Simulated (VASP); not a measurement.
Data:

```
PtAs
1.0
    0.00000     2.59518     2.59518
    2.59518     0.00000     2.59518
    2.59518     2.59518     0.00000
Pt As
1 1
Direct
  0.00000   0.00000   0.00000
  0.50000   0.50000   0.50000
```

All values below come from r2SCAN meta-GGA, VASP's PBE PAW potentials (set 64) (plane waves; VASP). Settings: 400 eV cut-off, 14×14×14 Γ-centred mesh, tetrahedra with Blöchl corrections, potentials Pt As.

Question: Give the energies of bands 2 to 10 at the high-symmetry points, in eV from the Fermi level.

Answer: 
```json
[
 {"band": "2", "Γ": "-3.71", "X": "-5.25", "U": "-5.84", "L": "-7.88", "W": "-5.64"},
 {"band": "3", "Γ": "-3.71", "X": "-4.65", "U": "-5.27", "L": "-5.54", "W": "-5.18"},
 {"band": "4", "Γ": "-3.71", "X": "-3.04", "U": "-4.67", "L": "-5.54", "W": "-5.18"},
 {"band": "5", "Γ": "-3.57", "X": "-2.26", "U": "-3.00", "L": "-2.62", "W": "-2.26"},
 {"band": "6", "Γ": "-3.57", "X": "-2.26", "U": "-2.46", "L": "-2.62", "W": "-1.84"},
 {"band": "7", "Γ": "0.42", "X": "-2.01", "U": "-1.61", "L": "-1.94", "W": "-1.71"},
 {"band": "8", "Γ": "0.42", "X": "-2.01", "U": "-1.24", "L": "4.52", "W": "-1.71"},
 {"band": "9", "Γ": "0.42", "X": "-1.22", "U": "0.75", "L": "4.86", "W": "-1.02"},
 {"band": "10", "Γ": "4.43", "X": "1.26", "U": "4.15", "L": "4.86", "W": "7.19"}
]
```

It has no gap at this level: it comes out as a metal or semimetal.

The structure was generated: PtAs was put into the rock salt type (Fm-3m), which need not be its known phase. It was relaxed first, which changed the volume by -16 %. The electron count is odd and the run is not spin-polarised, which forces a metal.
